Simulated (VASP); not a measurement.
# KMgF3: lattice, stiffness and zone-centre modes, part 2 of 2

What lattice, stiffness and vibrations does KMgF3 have at one level of theory? The starting structure is a measured crystal structure from the Crystallography Open Database. All runs use LDA.

VASP 6.6.1.

So far. Step 3 (Elastic constants): The elastic tensor has C11 = 176.7, C12 = 47.8, C44 = 51.6 GPa; its Hill averages are a bulk modulus of 90.8 and a shear modulus of 56.4 GPa. Step 4 (Modes of the relaxed cell): The zone-centre modes at 11.824 Å³ an atom are T1u (3) 531.3, T1u (2) 286.6, T2u 189.1, T1u (1) 165.2 cm⁻¹.

### 5. Modes at 0.97 of that volume

Level of this step: LDA; plane waves and PAW (K_sv, Mg, F) (VASP).

Shape and positions were first relaxed at this volume, in a run that isn't shown.

File INCAR:

```
SYSTEM = KMgF3
PREC = Accurate
ENCUT = 560
EDIFF = 1E-08
NELM = 100
ISMEAR = 0
SIGMA = 0.03
LREAL = .FALSE.
ALGO = Normal
GGA = CA
NBANDS = 22
LORBIT = 11
LWAVE = .FALSE.
LCHARG = .FALSE.
KPAR = 8
IBRION = 8
LEPSILON = .TRUE.
LPEAD = .TRUE.
ISIF = 2
```

File POSCAR:

```
KMgF3
1.0
    3.8562468315      0.0000000000      0.0000000000
    0.0000000000      3.8562468315      0.0000000000
    0.0000000000      0.0000000000      3.8562468315
K Mg F
1 1 3
Direct
    0.5000000000      0.5000000000      0.5000000000
    0.0000000000      0.0000000000      0.0000000000
    0.0000000000      0.0000000000      0.5000000000
    0.0000000000      0.5000000000      0.0000000000
    0.5000000000      0.0000000000      0.0000000000
```

File KPOINTS:

```
Automatic mesh
0
Gamma
10 10 10
0 0 0
```

PAW data sets: K_sv, Mg and F (LDA family, release 64).

On the command line:

```bash
mpirun -np 8 vasp_std
```

What it wrote:

```text
[... set-up lines as in an earlier step ...]
 entering main loop
       N       E                     dE             d eps       ncg     rms          rms(c)
DAV:   1     0.250870511173E+03    0.25087E+03   -0.18384E+04  2544   0.150E+03
DAV:   2    -0.162401903683E+02   -0.26711E+03   -0.25553E+03  3022   0.392E+02
DAV:   3    -0.285448723563E+02   -0.12305E+02   -0.12250E+02  3218   0.811E+01
DAV:   4    -0.292556647822E+02   -0.71079E+00   -0.70995E+00  3962   0.124E+01
[...]
DAV:  12    -0.271142248636E+02    0.33404E-05   -0.18264E-05  3066   0.346E-02    0.366E-03
DAV:  13    -0.271142248171E+02    0.46532E-07   -0.55929E-07  3104   0.570E-03    0.706E-04
DAV:  14    -0.271142248135E+02    0.36221E-08   -0.18268E-08  2962   0.880E-04
   1 F= -.27114225E+02 E0= -.27114225E+02  d E =-.467018E-12
 Linear response reoptimize wavefunctions to high precision
DAV:   1    -0.271142248132E+02    0.24920E-09   -0.41923E-09  2302   0.449E-04
DAV:   2    -0.271142248132E+02   -0.19554E-10   -0.29159E-10  1460   0.122E-04
 Linear response to external field (no local field effect), progress :
[...]
RMM:  12    -0.527317515434E+00    0.70682E-08   -0.37494E-08 21763   0.932E-05    0.141E-05
 first order change of Fermi-energy  -0.47746E-01
 force on displaced ion       3 direction 1 :  -3.113   0.000   0.000
 Born effective charge ion    3 direction 1 :  -0.976   0.000   0.000
 Linear response progress:
  Degree of freedom:   4/  4
       N       E                     dE             d eps       ncg     rms          rms(c)
RMM:   1    -0.528178422101E+00   -0.52818E+00    0.75643E-01  9435   0.390E+00
RMM:   2    -0.526252035079E+00    0.19264E-02   -0.65640E-03  8870   0.597E-01    0.113E-01
RMM:   3    -0.527753976331E+00   -0.15019E-02   -0.11709E-03  8792   0.169E-01    0.603E-02
RMM:   4    -0.529717841897E+00   -0.19639E-02   -0.66476E-04  8842   0.132E-01    0.118E-02
[...]
RMM:  12    -0.529662396543E+00   -0.14900E-07   -0.32357E-08 11772   0.117E-04    0.390E-06
RMM:  13    -0.529662421306E+00   -0.24762E-07    0.12896E-08 11925   0.582E-05    0.731E-07
RMM:  14    -0.529662425002E+00   -0.36963E-08    0.29365E-09 10537   0.316E-05    0.714E-07
 first order change of Fermi-energy   0.93306E-02
 force on displaced ion       3 direction 3 :  -0.000   0.000 -15.480
 Born effective charge ion    3 direction 3 :   0.000   0.000  -1.207
 Born effective charges drift removed
 Linear response finished
```

The job ended after 2.8 min (8 MPI ranks of Intel Xeon 6975P-C (Granite Rapids), shared host; peak memory 7 GiB; 20 min of CPU time).

From OUTCAR (step 5):

```text
  Total        1.0483319      1.0483319      1.0483319      0.0000000     -0.0000000      0.0000000
  in kB       29.2896995     29.2896995     29.2896995      0.0000000     -0.0000000      0.0000000
  external PRESSURE =      29.2896995 kB  Pullay stress =       0.0000000 kB

 POSITION                                       TOTAL-FORCE (eV/Angst)
 -----------------------------------------------------------------------------------
      1.92812      1.92812      1.92812         0.000000      0.000000      0.000000
      0.00000      0.00000      0.00000         0.000000      0.000000      0.000000
      0.00000      0.00000      1.92812         0.000000      0.000000      0.000000
      0.00000      1.92812      0.00000         0.000000      0.000000      0.000000
      1.92812      0.00000      0.00000         0.000000      0.000000      0.000000
 -----------------------------------------------------------------------------------
    total drift:                                0.000000     -0.000000      0.000000

 MACROSCOPIC STATIC DIELECTRIC TENSOR (including local field effects in DFT)
 ------------------------------------------------------
           2.156670    -0.000000     0.000000
           0.000000     2.156670     0.000000
           0.000000    -0.000000     2.156670
 ------------------------------------------------------

 MACROSCOPIC STATIC DIELECTRIC TENSOR IONIC CONTRIBUTION
 ------------------------------------------------------
           3.683768    -0.000000     0.000000
          -0.000000     3.683768     0.000000
           0.000000     0.000000     3.683768
 ------------------------------------------------------

[... 1 part as in an earlier step ...]

[... 1 further part left out ...]
```

The zone-centre modes at 11.469 Å³ an atom are T1u (3) 569.4, T1u (2) 288.8, T2u 196.0, T1u (1) 178.8 cm⁻¹.

### 6. Modes at 1.03 of that volume

Shape and positions were first relaxed at this volume, in a run that isn't shown.

INCAR is that of step 5.

POSCAR: that of step 5 with these lines changed.

```diff
@@ -2,5 +2,5 @@
 1.0
-    3.8562468315      0.0000000000      0.0000000000
-    0.0000000000      3.8562468315      0.0000000000
-    0.0000000000      0.0000000000      3.8562468315
+    3.9341718027      0.0000000000      0.0000000000
+    0.0000000000      3.9341718027      0.0000000000
+    0.0000000000      0.0000000000      3.9341718027
 K Mg F
```

KPOINTS is that of step 5.

On the command line:

```bash
mpirun -np 8 vasp_std
```

What it wrote:

```text
[... set-up lines as in an earlier step ...]
 entering main loop
       N       E                     dE             d eps       ncg     rms          rms(c)
DAV:   1     0.243711436436E+03    0.24371E+03   -0.18256E+04  2536   0.149E+03
DAV:   2    -0.168354804759E+02   -0.26055E+03   -0.24843E+03  3164   0.386E+02
DAV:   3    -0.287525433178E+02   -0.11917E+02   -0.11868E+02  3452   0.784E+01
DAV:   4    -0.292455531919E+02   -0.49301E+00   -0.49254E+00  3822   0.103E+01
[...]
DAV:  12    -0.271233911750E+02    0.26741E-05   -0.13747E-05  3094   0.298E-02    0.226E-03
DAV:  13    -0.271233911835E+02   -0.85142E-08   -0.31207E-07  3294   0.361E-03    0.109E-03
DAV:  14    -0.271233911759E+02    0.76225E-08   -0.40510E-08  3354   0.142E-03
   1 F= -.27123391E+02 E0= -.27123391E+02  d E =-.628615E-18
 Linear response reoptimize wavefunctions to high precision
DAV:   1    -0.271233911757E+02    0.15280E-09   -0.11593E-09  1988   0.238E-04
DAV:   2    -0.271233911758E+02   -0.83674E-10   -0.20116E-10  1538   0.102E-04
 Linear response to external field (no local field effect), progress :
[...]
RMM:  22    -0.527668564289E+00    0.12031E-08   -0.16750E-07  8594   0.174E-04    0.154E-07
 first order change of Fermi-energy  -0.11508E+00
 force on displaced ion       3 direction 1 :  -2.692   0.000   0.000
 Born effective charge ion    3 direction 1 :  -0.968   0.000   0.000
 Linear response progress:
  Degree of freedom:   4/  4
       N       E                     dE             d eps       ncg     rms          rms(c)
RMM:   1    -0.527841659805E+00   -0.52784E+00    0.75382E-01  9459   0.388E+00
RMM:   2    -0.526369744806E+00    0.14719E-02   -0.65038E-03  8940   0.575E-01    0.109E-01
RMM:   3    -0.527789105258E+00   -0.14194E-02   -0.10323E-03  8857   0.160E-01    0.588E-02
RMM:   4    -0.529678172504E+00   -0.18891E-02   -0.65308E-04  8909   0.129E-01    0.118E-02
[...]
RMM:  17    -0.529597688269E+00   -0.29175E-08   -0.18173E-07  8340   0.161E-04    0.139E-07
RMM:  18    -0.529597687582E+00    0.68717E-09   -0.19128E-07  7456   0.160E-04    0.116E-07
RMM:  19    -0.529597688886E+00   -0.13045E-08   -0.18438E-07  7300   0.160E-04    0.797E-08
 first order change of Fermi-energy   0.12521E-01
 force on displaced ion       3 direction 3 :  -0.000   0.000 -11.941
 Born effective charge ion    3 direction 3 :   0.000   0.000  -1.233
 Born effective charges drift removed
 Linear response finished
```

It took 4 min on 8 MPI ranks; peak memory 7.3 GiB.

OUTCAR, selected parts (step 6):

```text
  Total       -0.9322220     -0.9322220     -0.9322220      0.0000000      0.0000000      0.0000000
  in kB      -24.5284418    -24.5284418    -24.5284418      0.0000000      0.0000000      0.0000000
  external PRESSURE =     -24.5284418 kB  Pullay stress =       0.0000000 kB

 POSITION                                       TOTAL-FORCE (eV/Angst)
 -----------------------------------------------------------------------------------
      1.96709      1.96709      1.96709         0.000000      0.000000      0.000000
      0.00000      0.00000      0.00000         0.000000      0.000000      0.000000
      0.00000      0.00000      1.96709         0.000000      0.000000      0.000000
      0.00000      1.96709      0.00000         0.000000      0.000000      0.000000
      1.96709      0.00000      0.00000         0.000000      0.000000      0.000000
 -----------------------------------------------------------------------------------
    total drift:                                0.000000     -0.000000      0.000000

 MACROSCOPIC STATIC DIELECTRIC TENSOR (including local field effects in DFT)
 ------------------------------------------------------
           2.127316    -0.000000    -0.000000
           0.000000     2.127316     0.000000
          -0.000000     0.000000     2.127316
 ------------------------------------------------------

 MACROSCOPIC STATIC DIELECTRIC TENSOR IONIC CONTRIBUTION
 ------------------------------------------------------
           4.637464    -0.000000    -0.000000
          -0.000000     4.637464    -0.000000
          -0.000000    -0.000000     4.637464
 ------------------------------------------------------

[... 1 part as in an earlier step ...]

[... 1 further part left out ...]
```

The zone-centre modes at 12.178 Å³ an atom are T1u (3) 494.3, T1u (2) 283.5, T2u 179.8, T1u (1) 151.4 cm⁻¹.

### 7. Comparison

```csv
run,volume (Å³/atom),T1u (3),T1u (2),T2u,T1u (1),core minutes
relaxation,11.824,-,-,-,-,0.427
elastic constants,11.824,-,-,-,-,14.9
modes of the relaxed cell,11.824,531.3,286.6,189.1,165.2,22.9
modes at 0.97 of that volume,11.469,569.4,288.8,196.0,178.8,22.3
modes at 1.03 of that volume,12.178,494.3,283.5,179.8,151.4,32.0
```

Modes are in cm⁻¹, degenerate ones as one, matched by symmetry and order. A number in brackets counts the listed modes of one symmetry from the lowest. The symmetry labels come from an automatic analysis and can be wrong where levels nearly coincide. Core minutes are wall time times ranks of the run shown, on a shared host.

### 8. Outcome

```yaml
relaxed_volume: 11.82 Å³/atom
bulk_modulus_from_two_volumes: 89.4 GPa
hill_shear_modulus: 56.4 GPa
mode_t1u_3: 531.3 cm⁻¹
mode_t1u_2: 286.6 cm⁻¹
mode_t2u: 189.1 cm⁻¹
mode_t1u_1: 165.2 cm⁻¹
grueneisen_parameter_of_t1u_3: 2.36
grueneisen_parameter_of_t1u_2: 0.31
grueneisen_parameter_of_t2u: 1.44
grueneisen_parameter_of_t1u_1: 2.77
```

At the LDA level KMgF3 relaxes to 11.82 Å³ an atom. The bulk modulus is 89.4 GPa from the pressures at two volumes and 90.8 GPa as the Hill average of the elastic tensor, so the two routes agree. The mode Grüneisen parameters, from the cells at 0.97 and 1.03 of the volume, run from 0.31 (T1u (2)) to 2.77 (T1u (1)). The dielectric constants and Born charges in the logs aren't compared here; at a small gap they can be far off, and in a run without a gap they mean nothing. The frequencies are harmonic, and the splitting of polar modes by their long-range field is left out. All values are for a static lattice. Further runs on this material are not shown.

[Lines on the potential files, build, host, timing and source positions are cut from VASP's logs without a mark.]

[Logs are printed without paths, hosts, clocks, repeated set-up lines and the standing remarks that a program may print on its own settings, such as how far it seeks lower states.]

[Hosts, paths, dates, database ids (printed as entryN), source tags and the programs' standing remarks are cut or masked in the printed files.]
